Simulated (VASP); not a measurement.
GaAs: single point with PBE

**What was measured.**

From “Evidence of valence band perturbations in GaAsN/GaAs(001): A combined variable-angle spectroscopic ellipsometry and modulated photoreflectance investigation”, 2008, arxiv:0805.2212, for a bulk crystal of GaAs at 300 K: band gap 1.412 ± 0.01 eV (direct).

The system is GaAs.

```
Ga As
1.0
     0.00000    2.82685    2.82685
     2.82685    0.00000    2.82685
     2.82685    2.82685    0.00000
Ga As
1 1
Direct
  0.00000 0.00000 0.00000
  0.25000 0.25000 0.25000
```

```json
{"Program": "VASP 6.6.1", "Task": "single point", "Functional": "PBE", "Potentials or basis": "VASP PAW PBE potentials, release 64 (Ga_d, As)", "Cutoff": "300 eV", "k mesh": "8 × 8 × 8", "Occupations": "gaussian, width 0.02 eV", "Spin": "no spin polarisation", "Further INCAR settings": "ALGO = Normal; EDIFF = 1e-07; NBANDS = 16"}
```

The band gap on the k mesh is 0.52 eV, direct.

Levels at points of the mesh, in eV from the valence-band top:
```csv
k point,band 7,band 8,band 9,band 10,band 11,band 12
"(0.00, 0.00, 0.00)",0.00,0.00,0.00,0.52,3.73,3.73
"(0.50, 0.00, 0.00)",-6.64,-1.14,-1.14,1.00,4.63,4.63
"(0.50, 0.50, 0.00)",-6.82,-2.68,-2.68,1.46,1.65,10.17
```

Wall time 8.6 s on 1 thread of Intel(R) Xeon(R) Platinum 8259CL CPU @ 2.50GHz (Skylake/Cascade Lake), with other jobs on the host, peak memory 0.14 GiB.

Measured gap of GaAs: 1.412 eV (direct; 300 K; “Evidence of valence band perturbations in GaAsN/GaAs(001): A combined variable-angle spectroscopic ellipsometry and modulated photoreflectance investigation”, 2008, arxiv:0805.2212). This calculation gives 0.52 eV (-0.89 eV). 3 values of this kind are on record (1.412 to 1.51 eV); this one was drawn at random among those near their median, those with a stated uncertainty first. Spin-orbit coupling on As, Ga is left out. The value is that of PBE on a finite k mesh, which can miss the band edges, without temperature or zero-point motion. Semilocal functionals fall short of measured gaps as a rule.
